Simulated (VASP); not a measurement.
Input:

```yaml
crystal:
  lattice:
    - [-2.83109, 2.83109, 5.67689]
    - [2.83109, -2.83109, 5.67689]
    - [2.83109, 2.83109, -5.67689]
  atoms:
    - { symbol: Zn, position: [0.75000, 0.25000, 0.50000] }
    - { symbol: Zn, position: [0.00000, 0.00000, 0.00000] }
    - { symbol: Sn, position: [0.25000, 0.75000, 0.50000] }
    - { symbol: Sn, position: [0.50000, 0.50000, 0.00000] }
    - { symbol: P, position: [0.37500, 0.35362, 0.47862] }
    - { symbol: P, position: [0.64638, 0.12500, 0.02138] }
    - { symbol: P, position: [0.87500, 0.89638, 0.52138] }
    - { symbol: P, position: [0.10362, 0.62500, 0.97862] }
```

All values below come from PBEsol GGA, VASP's PBE PAW potentials (set 64) (plane waves; VASP). Run with 300 eV cut-off, 7×7×7 Γ-centred mesh, Fermi-Dirac smearing of 0.050 eV, potentials Zn Sn_d P.

At this cut-off the stress carries a Pulay error, which pulls relaxed volumes low.

Task: Give the force on each atom (eV/Å).

Result: 
```csv
atom,Fx,Fy,Fz
Zn1,0.000,0.000,0.000
Zn2,0.000,0.000,0.000
Sn3,0.000,0.000,0.000
Sn4,0.000,0.000,0.000
P5,-0.106,0.000,0.000
P6,0.000,0.106,0.000
P7,0.106,0.000,0.000
P8,0.000,-0.106,0.000
```

Task: Give the stress tensor in GPa (positive for a compressed cell).

Result: 
```
-1.50   0.00   0.00
 0.00  -1.50   0.00
 0.00   0.00  -1.55
```
The pressure is its mean diagonal, -1.52 GPa.

The structure comes from a computed database's ZnSnP2 entry; how it stands against other phases isn't given here. The cell was not relaxed at this level.
